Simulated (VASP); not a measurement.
An input for Quantum ESPRESSO's pw.x (written as the equivalent of a VASP run, and not itself run):

```
&CONTROL
  calculation = 'vc-relax'
  pseudo_dir = './pseudo'
  outdir = './out'
  tprnfor = .true.
  tstress = .true.
  nstep = 60
  forc_conv_thr = 0.00039
/
&SYSTEM
  ibrav = 0
  nat = 2
  ntyp = 2
  ecutwfc = 90
  occupations = 'smearing'
  smearing = 'methfessel-paxton'
  degauss = 0.00735
  input_dft = 'vdw-df2-b86r'
  nspin = 2
  starting_magnetization(1) = 0.3
/
&ELECTRONS
  conv_thr = 7.3e-08
  electron_maxstep = 100
/
&IONS
/
&CELL
/
ATOMIC_SPECIES
  Fe 55.845 Fe.upf
  Pt 195.084 Pt.upf
CELL_PARAMETERS angstrom
     2.7200000    0.0000000    0.0000000
     0.0000000    2.7200000    0.0000000
     0.0000000    0.0000000    3.7100000
ATOMIC_POSITIONS crystal
  Fe   0.0000000  0.0000000  0.0000000
  Pt   0.5000000  0.5000000  0.5000000
K_POINTS automatic
  12 12 9 0 0 0
```

Problem. Translate this input to VASP (INCAR, KPOINTS, POSCAR, choice of POTCAR).

Solution. This is not unique; one that fits is 
### POSCAR
```
FePt
1
    2.7200000000     0.0000000000     0.0000000000
    0.0000000000     2.7200000000     0.0000000000
    0.0000000000     0.0000000000     3.7100000000
Fe Pt
1 1
Direct
  0.0000000000   0.0000000000   0.0000000000
  0.5000000000   0.5000000000   0.5000000000
```

INCAR:
```
SYSTEM=FePt
PREC=Accurate; ENCUT=520; LREAL=F
LASPH=T
EDIFF=1E-6; NELM=100; ALGO=Normal
LMAXMIX=6
ISMEAR=1; SIGMA=0.1
GGA=MK; LUSE_VDW=T; AGGAC=0.0
PARAM1=0.1234568; PARAM2=0.7114; ZAB_VDW=-1.8867
MAGMOM=3.0 0.0
ISPIN=2
IBRION=2; NSW=60; ISIF=3
EDIFFG=-0.01
LWAVE=F; LCHARG=F; LORBIT=10
```

KPOINTS:
```
Automatic mesh
0
Gamma
12 12 9
0 0 0
```

POTCAR, in this order: Fe Pt (PBE.64 set). Program: vasp_std.

Limits of the translation: the potentials are each code's own (VASP's PAW set, PseudoDojo norm-conserving files in pw.x), so ENCUT and ecutwfc are chosen apart and not converted; conv_thr bounds pw.x's estimated SCF error, while EDIFF bounds the energy change between steps; starting_magnetization is a fraction of the valence charge and MAGMOM a moment in μB, so they match only roughly; forc_conv_thr acts on force components and is met together with etot_conv_thr.

The compound is FePt in the L1_0 structure. This run relaxes it. Symmetry was kept, so distortions that lower it aren't found.
